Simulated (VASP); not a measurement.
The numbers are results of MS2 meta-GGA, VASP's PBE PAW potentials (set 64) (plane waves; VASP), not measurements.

VASP input:

File POSCAR:
```
LiH
1
    0.0000000000     2.0400000000     2.0400000000
    2.0400000000     0.0000000000     2.0400000000
    2.0400000000     2.0400000000     0.0000000000
Li H
1 1
Direct
  0.0000000000   0.0000000000   0.0000000000
  0.5000000000   0.5000000000   0.5000000000
```

**INCAR**
```
LREAL = .False.   # projection in real space or not
EDIFFG = -0.01   # ionic stop
EDIFF = 1E-6
SIGMA = 0.05   # width (eV)
LWAVE = .False.
ALGO = Normal   # blocked Davidson
METAGGA = MS2
IBRION = 2
SYSTEM = LiH
NELM = 100
ENCUT = 520   # plane-wave cut-off (eV)
PREC = Accurate
ISMEAR = 0   # Gaussian
LMIXTAU = .True.
LASPH = .True.   # aspherical one-centre terms
NSW = 60
LCHARG = .False.
ISIF = 3
```

### KPOINTS
```
Automatic mesh
0
Gamma
10 10 10
0 0 0
```

POTCAR, in this order: Li_sv H (PBE.64 set). Program: vasp_std.

Task: What will the output report for the number of irreducible k-points (NKPTS), largest plane-wave count, number of space-group operations, FFT grid (NGX, NGY, NGZ)?

Result: 
```yaml
number of irreducible k-points (NKPTS): 47
largest_plane_wave_count: 469
number_of_space_group_operations: 48
FFT grid (NGX, NGY, NGZ): 24 × 24 × 24
```

The compound is LiH in the rock salt structure. This run relaxes it. Symmetry was kept, so distortions that lower it aren't found.
